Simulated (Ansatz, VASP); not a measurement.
# TaN in two plane-wave programs

One calculation is typed for both programs; each brings its own data sets and cutoff. How far apart do they land?

Main program and level: Ansatz 0.2.0; plane waves, with VASP 6.6.1 beside it; single point at PBE and single point at PBE, spin-orbit coupling.

## (1) Starting point

The structure is cubic, space group Fm-3m (No. 225). Conventional cell: a = 4.358 Å, b = 4.358 Å, c = 4.358 Å, α = 90.00°, β = 90.00°, γ = 90.00°. Nearest to Ta lie 6 N at 2.18 Å. Nearest to N lie 6 Ta at 2.18 Å. Farther neighbours and most contacts between anions are not listed.

As a file:

```cif
data_structure
_symmetry_space_group_name_H-M 'P 1'
_symmetry_Int_Tables_number 1
_cell_length_a 3.0816
_cell_length_b 3.0816
_cell_length_c 3.0816
_cell_angle_alpha 60.000
_cell_angle_beta 60.000
_cell_angle_gamma 60.000
_cell_volume 20.69
loop_
_atom_site_label
_atom_site_type_symbol
_atom_site_fract_x
_atom_site_fract_y
_atom_site_fract_z
_atom_site_occupancy
Ta1 Ta 0.50000 0.50000 0.50000 1
N2 N 0.00000 0.00000 0.00000 1
```

## (2) VASP: single point, PBE

A single point gives forces, pressure and levels at one fixed geometry, so differences don't come from the geometry; what else differs is listed under the comparison.

Lines of VASP's logs that name or quote its potential files are left out, and so is its time.

INCAR

```
SYSTEM = TaN
PREC = Accurate
ENCUT = 520
EDIFF = 1E-07
NELM = 100
ISMEAR = 0
SIGMA = 0.05
LREAL = .FALSE.
ALGO = Normal
GGA = PE
NBANDS = 14
LASPH = .TRUE.
LORBIT = 11
LWAVE = .FALSE.
LCHARG = .FALSE.
KPAR = 4
```

POSCAR

```
TaN
1.0
    0.0000000000      2.1790000000      2.1790000000
    2.1790000000      0.0000000000      2.1790000000
    2.1790000000      2.1790000000      0.0000000000
Ta N
1 1
Direct
    0.5000000000      0.5000000000      0.5000000000
    0.0000000000      0.0000000000      0.0000000000
```

KPOINTS

```
Automatic mesh
0
Gamma
9 9 9
0 0 0
```

Potentials, in the order of the species: Ta_pv and N (PBE family, release 64).

On the command line:

```sh
$ mpirun -np 4 vasp_std
```

Numbers of over 12 decimals in the logs are rounded to 6 here.

Log:

```text
[banner, memory and clock lines left out]
running    4 mpi-ranks, on    1 nodes
 distrk:  each k-point on    1 cores,    4 groups
 distr:  one band on    1 cores,    1 groups

 POSCAR found type information on POSCAR TaN
 POSCAR found :  2 types and       2 ions
 LDA part: xc-table for (Slater+PW92), standard interpolation
 POSCAR, INCAR and KPOINTS ok, starting setup
 FFT: planning ... GRIDC
 FFT: planning ... GRID_SOFT
 FFT: planning ... GRID
 WAVECAR not read
 entering main loop
       N       E                     dE             d eps       ncg     rms          rms(c)
DAV:   1     0.908634513504E+02    0.90863E+02   -0.89819E+03   980   0.122E+03
DAV:   2    -0.218039410454E+02   -0.11267E+03   -0.10596E+03  1238   0.318E+02
DAV:   3    -0.247961628230E+02   -0.29922E+01   -0.29713E+01  1088   0.486E+01
DAV:   4    -0.248095941646E+02   -0.13431E-01   -0.13420E-01  1184   0.345E+00
DAV:   5    -0.248096932160E+02   -0.99051E-04   -0.99049E-04  1088   0.257E-01    0.256E+01
DAV:   6    -0.218897263432E+02    0.29200E+01   -0.62775E+00  1076   0.284E+01    0.107E+01
DAV:   7    -0.218194091441E+02    0.70317E-01   -0.38900E-01  1178   0.604E+00    0.738E+00
DAV:   8    -0.217917890890E+02    0.27620E-01   -0.12260E-01  1172   0.326E+00    0.170E+00
DAV:   9    -0.217866496475E+02    0.51394E-02   -0.13629E-02  1076   0.104E+00    0.339E-01
DAV:  10    -0.217865922404E+02    0.57407E-04   -0.54515E-04  1322   0.295E-01    0.111E-01
DAV:  11    -0.217865612321E+02    0.31008E-04   -0.58679E-05  1048   0.765E-02    0.243E-02
DAV:  12    -0.217865612739E+02   -0.41849E-07   -0.43535E-06  1322   0.217E-02    0.305E-03
DAV:  13    -0.217865609211E+02    0.35283E-06   -0.14783E-07   912   0.338E-03    0.124E-03
DAV:  14    -0.217865609250E+02   -0.38851E-08   -0.54582E-09   634   0.932E-04
   1 F= -.21786561E+02 E0= -.21786084E+02  d E =-.953999E-03
```

Parts of OUTCAR (step 2):

```text
ion  position               nearest neighbor table
   1  0.500  0.500  0.500-   2 2.18   2 2.18   2 2.18   2 2.18   2 2.18   2 2.18
   2  0.000  0.000  0.000-   1 2.18   1 2.18   1 2.18   1 2.18   1 2.18   1 2.18

  LATTYP: Found a face centered cubic cell.
 ALAT       =     4.3580000000

 Subroutine GETGRP returns: Found 48 space group operations
 (whereof 48 operations were pure point group operations)

The static configuration has the point symmetry O_h .

 Found     35 irreducible k-points:

   k-points           NKPTS =     35   k-points in BZ     NKDIM =     35   number of bands    NBANDS=     14

   dimension x,y,z NGX =    24 NGY =   24 NGZ =   24
   dimension x,y,z NGXF=    48 NGYF=   48 NGZF=   48

   ENCUT  =  520.0 eV  38.22 Ry    6.18 a.u.   5.73  5.73  5.73*2*pi/ulx,y,z

   NELECT =      16.0000    total number of electrons

 k-points in reciprocal lattice and weights: Automatic mesh
   0.00000000  0.00000000  0.00000000       0.001
   0.11111111  0.00000000  0.00000000       0.011
   0.22222222  0.00000000  0.00000000       0.011
   0.33333333  0.00000000  0.00000000       0.011
   0.44444444  0.00000000  0.00000000       0.011
   0.11111111  0.11111111  0.00000000       0.008
   0.22222222  0.11111111  0.00000000       0.033
   0.33333333  0.11111111  0.00000000       0.033
   0.44444444  0.11111111  0.00000000       0.033
[...]
-0.33333333  0.44444444  0.11111111       0.033
  -0.33333333  0.44444444  0.22222222       0.033

 average (electrostatic) potential at core
       1 -34.4604       2 -60.9881

 E-fermi :   9.7582

 k-point     1 :       0.0000    0.0000    0.0000
  band No.  band energies     occupation
    ...
      6       5.9523      2.00000
      7       5.9523      2.00000
      8       7.6747      2.00000
      9       7.6747      2.00000
     10       7.6747      2.00000
     11       9.9265      0.00000
     12       9.9265      0.00000
     13      11.6153      0.00000
     14      19.2736      0.00000

 k-point     2 :       0.1111    0.0000    0.0000
  band No.  band energies     occupation
    ...
      6       5.0426      2.00000
      7       5.0426      2.00000
      8       8.1197      2.00000
      9       8.1197      2.00000
     10       8.1877      2.00000
     11      11.0705      0.00000
     12      11.0705      0.00000
     13      12.4540      0.00000
     14      20.2018      0.00000

 k-point     3 :       0.2222    0.0000    0.0000
  band No.  band energies     occupation
    ...
      6       3.6958      2.00000
      7       3.6958      2.00000
      8       8.8516      2.00000
      9       9.1299      2.00000
     10       9.1299      2.00000
     11      13.3169      0.00000
     12      13.3169      0.00000
     13      14.0901      0.00000
     14      22.1560      0.00000

  Total        1.9932916      1.9932916      1.9932916     -0.0000000      0.0000000      0.0000000
  in kB      154.3404426    154.3404426    154.3404426     -0.0000000      0.0000000      0.0000000
  external PRESSURE =     154.3404426 kB  Pullay stress =       0.0000000 kB

  energy-cutoff  :      520.00
  volume of cell :       20.69
      direct lattice vectors                 reciprocal lattice vectors
     0.000000000  2.179000000  2.179000000    -0.229463056  0.229463056  0.229463056
     2.179000000  0.000000000  2.179000000     0.229463056 -0.229463056  0.229463056
     2.179000000  2.179000000  0.000000000     0.229463056  0.229463056 -0.229463056

 POSITION                                       TOTAL-FORCE (eV/Angst)
 -----------------------------------------------------------------------------------
      2.17900      2.17900      2.17900         0.000000      0.000000      0.000000
      0.00000      0.00000      0.00000         0.000000      0.000000     -0.000000
 -----------------------------------------------------------------------------------
    total drift:                                0.000000     -0.000000     -0.000000

  FREE ENERGIE OF THE ION-ELECTRON SYSTEM (eV)
  ---------------------------------------------------
  free  energy   TOTEN  =       -21.7865609250 eV

  energy  without entropy=      -21.7856069260  energy(sigma->0) =      -21.78608393

 total charge
# of ion       s       p       d       tot
------------------------------------------
    1        0.280   6.237   2.489   9.006
    2        1.231   2.563   0.000   3.794
--------------------------------------------------
tot          1.512   8.800   2.489  12.801

[... 3 further parts left out ...]
```

The run ends at a pressure of 15.43 GPa.

## (3) Ansatz: single point, PBE

Ansatz runs on its default PAW (the set named soft_2) files.

The same cell, functional, mesh and smearing now go to Ansatz, which takes its cutoff from its data sets.

input.yaml

```yaml
crystal:
  lattice:
    - [0.0, 2.179, 2.179]
    - [2.179, 0.0, 2.179]
    - [2.179, 2.179, 0.0]
  atoms:
    - { symbol: Ta, position: [0.5, 0.5, 0.5] }
    - { symbol: "N", position: [0.0, 0.0, 0.0] }
hamiltonian:
  xc: pbe
  pseudopotentials: { kind: paw }
kpoints:
  mp_grid: { grid: [9, 9, 9] }
scf:
  occupations: { method: gaussian, width: 0.05 }
  n_extra_bands: 4
output:
  forces: true
  stress: true
  eigenvalues: true
  write_density: true
  write_potential: true
  elf: true
  volumetric_format: npy
```

On the command line:

```sh
$ ansatz run input.yaml --threads 2 --pin off --max-ram 4608MiB --backend cpu --events-out ev --progress --plain --runs-dir out
```

Log:

```text
scf.n_extra_bands = 4 over 9 filled bands (N_el = 18.0): the run solves 13 bands
Engine: ansatz 0.2.0, aarch64-unknown-linux-gnu
Pseudopotentials: kind: paw
Pseudopotential: Ta, paw, valence charge 13, recommended cutoff 420 eV (normal), Ta.paw.azcp
Pseudopotential: N, paw, valence charge 5, recommended cutoff 420 eV (normal), N.paw.azcp
Functional definition: PBE
  parameter kappa = 0.804
  parameter beta = 0.066725
  exchange = pbe_x(kappa = kappa, mu = beta*pi^2/3)
  correlation = pbe_c(beta = beta)
Crystal: 2 atoms, lattice volume = 20.692 Å³
Basis set: ecut = 420 eV, 411 PW (Γ), exchange–correlation on 48×48×48 points (8 copies of the dense FFT grid, shifted against one another)
Bands: 13, of which v1, the nominal top of the filled ones, is band 9 counted from 1 (8 counted from 0)
Symmetry: 48 space group operations
Space group: Fm-3m (ITA 225), of the structure as read, at distance tolerance 2.7e-5 Å
k-points: 35 of 729
Non-local potential: Ta, projectors of the file, l = 0: 3, l = 1: 2, l = 2: 2, l = 3: 1
Non-local potential: N, projectors of the file, l = 0: 2, l = 1: 2, l = 2: 1
PAW form: soft (Blöchl's): semilocal exchange-correlation on the pseudo side does not see the compensation charge
PAW one-centre angular grid: Ta, 590 points (default); XC on 64 Gauss nodes
PAW one-centre angular grid: N, 110 points (default); XC on 64 Gauss nodes
Initial density: superposition of atomic densities (neutral atoms: chi_scale 0, normalization atom), corrected by the library's trained network
Initial wavefunctions: pseudopotential atomic-orbital guess
Functional: x = pbe(κ = 0.804, μ = 0.219515), c = pbe(β = 0.066725)
SCF iter   1: F=—  HF=-10317.882287 eV  |F-HF|=—  |Δ(HF+E_count)|=         —  Δρ=2.04e-3  dr2=6.73e-4  ethr=1.77e-3  ⟨swp⟩=5.9  Hψ=2352  notcnv=0
preconditioner: auto → none  [insulator: Δε(μ)=0.146 eV  Ē_g=11.337 eV  σ=0.050 eV  W_gap=0.80  n_scr=8 (ndim 8)  ℏωp=25.8 eV  f_vac=0.000  D(μ)=0.76/eV (n_scr^D=8)  ε∞_Penn≈6.2]
SCF iter   2: F=—  HF=-10317.882872 eV  |F-HF|=—  |Δ(HF+E_count)|=   5.85e-4  Δρ=8.92e-4  dr2=8.50e-5  ethr=3.74e-6  ⟨swp⟩=2.5  Hψ=1012  notcnv=0
SCF iter   3: F=—  HF=-10317.882958 eV  |F-HF|=—  |Δ(HF+E_count)|=   8.58e-5  Δρ=2.02e-4  dr2=2.51e-6  ethr=4.72e-7  ⟨swp⟩=2.7  Hψ=740  notcnv=0
SCF iter   4: F=—  HF=-10317.882962 eV  |F-HF|=—  |Δ(HF+E_count)|=   4.66e-6  Δρ=6.88e-5  dr2=2.06e-7  ethr=1.39e-8  ⟨swp⟩=2.9  Hψ=727  notcnv=0
iter 5 did not close the SCF: its close was put off for the readings that it lacked (scf_convergence_deferred on its scf_iter line)
SCF iter   5: F=-10317.882963 eV  HF=-10317.882963 eV  |F-HF|=1.38e-9  |Δ(HF+E_count)|=   8.10e-7  Δρ=4.09e-6  dr2=9.62e-10  ethr=1.15e-9  ⟨swp⟩=2.1  Hψ=654  notcnv=0
SCF iter   6: F=-10317.882963 eV  HF=-10317.882963 eV  |F-HF|=9.09e-12  |Δ(HF+E_count)|=   1.49e-9  Δρ=3.80e-7  dr2=7.19e-12  ethr=5.34e-12  ⟨swp⟩=4.7  Hψ=2364  notcnv=0
SCF 1 converged in 6 iterations: F = -10317.882963 eV  dr2 = 7.19e-12
  greatest PAW one-centre occupation: 0.999 electrons in one spin orbital (limit 2), on the Ta atom at site 0 (counted from 0), in its partial waves of l = 0
SCF converged after 6 iterations
Free energy (F): -10317.882963 eV
Harris-Foulkes:  -10317.882963 eV  (|F-HF|=9.09e-12)
Internal energy: -10317.882005 eV  (E = F + TS)
E sigma→0 (E₀):  -10317.882484 eV
Entropy (-TS):   -0.000958 eV (-0.479 meV/atom)
Fermi energy:    22.258775 eV
--- Per-component energies (eV) ---
  E_band       = -33.702717
  E_kinetic    = 503.505370
  E_local      = -564.601772  (includes V_loc(G=0)·N_el)
  E_nonlocal   = 60.428937
  E_hartree    = 191.890179
  E_xc         = -280.874662
  E_vxc        = -283.644839  (∫ρ·V_xc dr)
  E_paw        = -8524.709755  (= ΣΔE_a)
  E_vpaw       = -133.170984  (= ΣTr[D̂ρ^β])
  E_aug_tail   = 0.000245  (compensation charges beyond the density's cutoff)
  E_ewald      = -1703.520548
  E_smearing   = -0.000958  (= −TS)
  E_closure    = 0.000000  (closes the sum)
  Σ components = -10317.882963   (vs F -10317.882963, Δ=0.00e0)
--- Forces (eV/Å), atoms counted from 1 ---
  atom   1  Ta     0.00000000    -0.00000000     0.00000000
  atom   2  N     -0.00000000     0.00000000    -0.00000000
  max |Σ_I F_I| component: 3.31e-29 eV/Å
--- Stress (GPa, compression-positive) ---
       14.456674      -0.000000       0.000000
       -0.000000      14.456674      -0.000000
       -0.000000       0.000000      14.456674
  P = ⅓ Tr σ = 14.4567 GPa (144.567 kbar)
--- Band table (eV; the first three rows and the last of 35) ---
  k-point 0: bands = [... 5 lower, 18.4433, 18.4433, 18.4433, 20.1766, 20.1766, 20.1766, 22.4380, 22.4380]
  k-point 1: bands = [... 5 lower, 17.1272, 17.5377, 17.5377, 20.6213, 20.6213, 20.6862, 23.5744, 23.5744]
  k-point 2: bands = [... 5 lower, 15.0459, 16.1904, 16.1904, 21.3479, 21.6313, 21.6313, 25.8121, 25.8121]
  k-point 34: bands = [... 5 lower, 14.4979, 15.4722, 15.4858, 21.5379, 22.8546, 25.9480, 26.4967, 27.6147]
```

Run time: 1.3 s. Hardware: 2 threads of Arm Neoverse N1, shared host; peak memory 0.24 GiB.

The column dr2 measures how far the density is from self-consistency, as an energy; F and HF (Harris–Foulkes) agree once it is small.

The run ends at a pressure of 14.46 GPa.

## (4) Comparison

Known differences besides the potentials themselves: the data sets hold 18 valence electrons in Ansatz (default PAW (the set named soft_2) files) and 16 in VASP; the cutoff is 420 eV in Ansatz and 520 eV in VASP. Total energies have different zeros and are not compared.

The two programs side by side:

```csv
quantity,Ansatz,VASP,difference
pressure (GPa),14.46,15.43,-0.98
pressure without Ansatz's Pulay correction (GPa),13.94,15.43,-1.49
```

Ansatz's pressure holds a Pulay correction of 0.51 GPa; VASP's holds none.

## (5) Other set-ups

Further runs change the set-up of one program: Ansatz's method, potentials or start, or VASP's data sets, cutoff or form of LDA. The table gives Ansatz less VASP for each quantity, since a change that brings one quantity closer may part another.

```csv
run,pressure (GPa)
as above,-0.98
Ansatz's all-electron LAPW method,-0.92
```

## (6) VASP: single point, PBE, spin-orbit coupling

A single point gives forces, pressure and levels at one fixed geometry, so differences don't come from the geometry; what else differs is listed under the comparison.

INCAR

```
SYSTEM = TaN
PREC = Accurate
ENCUT = 520
EDIFF = 1E-07
NELM = 100
ISMEAR = 0
SIGMA = 0.05
LREAL = .FALSE.
ALGO = Normal
GGA = PE
LNONCOLLINEAR = .TRUE.
MAGMOM = 0 0 0 0 0 0
NBANDS = 40
GGA_COMPAT = .FALSE.
LASPH = .TRUE.
LSORBIT = .TRUE.
LMAXMIX = 4
LWAVE = .FALSE.
LCHARG = .FALSE.
KPAR = 4
LOPTICS = .TRUE.
NEDOS = 2000
CSHIFT = 0.2
```

POSCAR is that of step 2.

KPOINTS

```
Automatic mesh
0
Gamma
11 11 11
0 0 0
```

On the command line:

```sh
$ mpirun -np 4 vasp_ncl
```

Log:

```text
[... set-up lines as in an earlier step ...]
 entering main loop
       N       E                     dE             d eps       ncg     rms          rms(c)
DAV:   1     0.138754685042E+03    0.13875E+03   -0.74787E+03  4480   0.859E+02
DAV:   2    -0.182677933050E+02   -0.15702E+03   -0.14598E+03  4912   0.296E+02
DAV:   3    -0.254666510575E+02   -0.71989E+01   -0.70751E+01  5392   0.609E+01
DAV:   4    -0.254988276685E+02   -0.32177E-01   -0.32165E-01  5056   0.418E+00
[...]
DAV:  11    -0.224456289454E+02    0.31430E-04   -0.10939E-04  5064   0.112E-01    0.502E-02
DAV:  12    -0.224456203249E+02    0.86205E-05   -0.11686E-05  4936   0.356E-02    0.129E-02
DAV:  13    -0.224456202945E+02    0.30377E-07   -0.68028E-07  5136   0.828E-03
   1 F= -.22445620E+02 E0= -.22445285E+02  d E =-.670456E-03  mag=     0.0000    -0.0000     0.0000
 optical routines
 imaginary and real dielectric function
 recalculating local potential from charge density
 direction            1
 direction            2
 direction            3
```

OUTCAR, selected parts (step 6):

```text
  Total        2.0898552      2.0898552      2.0898552      0.0000000      0.0000000      0.0000000
  in kB      161.8173529    161.8173529    161.8173529      0.0000000      0.0000000      0.0000000
  external PRESSURE =     161.8173529 kB  Pullay stress =       0.0000000 kB

 POSITION                                       TOTAL-FORCE (eV/Angst)
 -----------------------------------------------------------------------------------
      2.17900      2.17900      2.17900        -0.000000      0.000000     -0.000000
      0.00000      0.00000      0.00000         0.000000     -0.000000      0.000000
 -----------------------------------------------------------------------------------
    total drift:                               -0.000000     -0.000000     -0.000000

  FREE ENERGIE OF THE ION-ELECTRON SYSTEM (eV)
  ---------------------------------------------------
  free  energy   TOTEN  =       -22.4456202945 eV

  energy  without entropy=      -22.4449498381  energy(sigma->0) =      -22.44528507

[... 1 part as in an earlier step ...]

[... 2 further parts left out ...]
[key lines of the parts left out:]
E-fermi :   9.8476
```

The intraband (Drude) part is not in this spectrum.

## (7) Ansatz: single point, PBE, spin-orbit coupling

The same cell, functional, mesh and smearing now go to Ansatz, which takes its cutoff from its data sets.

input.yaml, the sections that differ from step 3:

```yaml
hamiltonian:
  xc: pbe
  pseudopotentials: { kind: paw_fr }
magnetization:
  noncollinear: true
  spin_orbit: true
kpoints:
  mp_grid: { grid: [11, 11, 11] }
scf:
  occupations: { method: gaussian, width: 0.05 }
  n_extra_bands: 8
# crystal, output: as in step 3
```

On the command line:

```sh
$ ansatz run input.yaml --threads 2 --pin off --max-ram 4608MiB --backend cpu --events-out ev --progress --plain --runs-dir out
```

Log:

```text
[...]
non-collinear run that drives no moment, with spin-orbit: no starting moment large enough to seed its density (crystal.atoms[].spin), no starting occupations that ask for one, no magnetisation constraint and no magnetic field, so the semilocal B_xc is pinned to zero
Crystal: 2 atoms, lattice volume = 20.692 Å³
[...]
k-point 1: bands = [... 14 lower, 17.8033, 17.8033, 20.3926, 20.3926, 20.4173, 20.4173, 20.7537, 20.7537, ... 4 higher]
  k-point 2: bands = [... 14 lower, 16.6672, 16.6672, 20.9663, 20.9663, 21.1685, 21.1685, 21.3840, 21.3840, ... 4 higher]
  k-point 55: bands = [... 14 lower, 15.7565, 15.7565, 21.6461, 21.6461, 22.7086, 22.7086, 25.8804, 25.8804, ... 4 higher]
[key lines of the parts left out:]
SCF converged after 8 iterations
Magnetization: |M| = 0.0000 μB,  M = (+0.0000, +0.0000, +0.0000) μB
Free energy (F): -10340.415512 eV
Fermi energy:    22.370745 eV
P = ⅓ Tr σ = 14.4313 GPa (144.313 kbar)
```

Run time: 11 s. Hardware: 2 threads; peak memory 0.37 GiB.

The run ends at a pressure of 14.43 GPa.

## (8) Comparison

What differs besides the data sets and the points named for the pairs above, as far as they apply: spin-orbit coupling enters by fully relativistic files in Ansatz and inside the spheres in VASP; the data sets hold 18 valence electrons in Ansatz (fully relativistic PAW (standard-fr) files) and 16 in VASP. Total energies have different zeros and are not compared.

Both answers:

```csv
quantity,Ansatz,VASP,difference
pressure (GPa),14.43,16.18,-1.75
pressure without Ansatz's Pulay correction (GPa),13.92,16.18,-2.27
```

Ansatz's pressure holds a Pulay correction of 0.52 GPa; VASP's holds none.

## (9) Other set-ups

Further runs change the set-up of one program: Ansatz's method, potentials or start, or VASP's data sets, cutoff or form of LDA. The table gives Ansatz less VASP for each quantity, since a change that brings one quantity closer may part another.

```csv
run,pressure (GPa),pressure without Ansatz's Pulay correction (GPa)
as above,-1.8,-2.3
Ansatz's larger PAW set (cutoff 900 eV),-1.6,-1.8
norm-conserving potentials (cutoff 1143 eV),-1.6,
```

## (10) Outcome

| Property | Result |
| --- | --- |
| difference in pressure (single point, PBE) | -0.98 GPa |
| difference in pressure (single point, PBE, spin-orbit coupling) | -1.8 GPa |

The difference in pressure is -1.8 GPa (single point, PBE, spin-orbit coupling), beyond the 1 GPa picked in this series as the mark of a large difference. For single point, PBE, no further run moves any of the tabulated differences by more than a quarter of its size. For single point, PBE, spin-orbit coupling, no further run moves any of the tabulated differences by more than a quarter of its size. 1 further run of this series is not shown here. Such differences can come from data sets, numerical settings and the points named under the comparisons, not from the functional's error against experiment.

[Lines on the potential files, build, host, timing and source positions are cut from VASP's logs without a mark.]

[Logs are printed without paths, hosts, clocks, repeated set-up lines and the standing remarks that a program may print on its own settings, such as how far it seeks lower states.]

[Hosts, paths, dates, database ids (printed as entryN), source tags and the programs' standing remarks are cut or masked in the printed files.]
